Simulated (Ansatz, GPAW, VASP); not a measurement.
## One structure in several programs: CsPbCl3 (Pm-3m, 5 atoms in the cell)

Self-consistent single point.

```yaml
crystal:
  lattice:
    - [5.71098, 0.00000, 0.00000]
    - [0.00000, 5.71098, 0.00000]
    - [0.00000, 0.00000, 5.71098]
  atoms:
    - { symbol: Cs, position: [0.00000, 0.00000, 0.00000] }
    - { symbol: Pb, position: [0.50000, 0.50000, 0.50000] }
    - { symbol: Cl, position: [0.50000, 0.00000, 0.50000] }
    - { symbol: Cl, position: [0.00000, 0.50000, 0.50000] }
    - { symbol: Cl, position: [0.50000, 0.50000, 0.00000] }
```

All programs got the same cell, k-point mesh and kind of occupations (in Ansatz's words: kpoints.mp_grid.grid = 5 5 5; scf.occupations.method = fermi_dirac; scf.occupations.width = 0.02 eV); potentials, basis and cutoffs are each program's usual ones.

| code | model | pressure (GPa) | cutoff |
|---|---|---|---|
| GPAW | PBE, GPAW PAW datasets PBE (gpaw-data 1.0.1) | 0.15 | 600 eV |
| VASP | PBE, VASP's PBE PAW potentials (set 64) | -0.05 | 300 eV |
| Ansatz | PBE, default PAW files | 0.26 | 420 eV |

The spread over the programs that give each value: pressure within 0.31 GPa.

The starting cell has typed, rounded lattice constants, without a prior relaxation at this level. Its lattice was rescaled by a random factor within 2.5 % of one. On Ansatz's run: Spin-orbit coupling is off. A gap is left out here, as mesh or smearing make it unsure.

Q: Why do the programs differ, and what cannot be compared?

A: Differences of this kind can come from the potentials, where these differ, and from what each basis and cutoff leave unconverged. The zero of total energies and Fermi levels follows the potentials and each program's conventions, so they are not compared here. Ansatz's pressure is given at a fixed set of plane waves, as the other plane-wave codes print theirs.

This mesh misses zone-boundary points where a band edge of such crystals can lie, so no gaps are given.

VASP's run is marked for a possible Pulay error in its stress at this cutoff; no cutoff test was made.

Left out of this page: Quantum ESPRESSO, ABINIT, CP2K, Elk, FLEUR and SIESTA (not drawn, or without a comparable value).

Ansatz is a first-principles code.

Keys are those of Ansatz 0.2.
